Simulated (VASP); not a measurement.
Consider the following.

```
CELL_PARAMETERS angstrom
      3.77244     0.00000     0.00000
      0.00000     3.77244     0.00000
      0.00000     0.00000     3.77244
ATOMIC_POSITIONS crystal
  Cd 0.00000 0.00000 0.00000
  Te 0.50000 0.50000 0.50000
```

Method: PBE GGA, VASP's PBE PAW potentials (set 64) (plane waves; VASP). Settings: 400 eV cut-off, Gaussian smearing of 0.050 eV, potentials Cd Te.

Unless said otherwise, spin-orbit coupling is left out, though it shifts the bands of the heavy elements here.

### Question
What does the run give for the band gap (along the path) with the smallest direct gap where there is one?

### Answer

```json
{
  "band gap (along the path)": "none (metal, semimetal or under 0.01 eV)"
}
```

The structure was generated: CdTe was put into the CsCl type type (Pm-3m), which need not be its known phase. It was relaxed first, which changed the volume by +9 %.
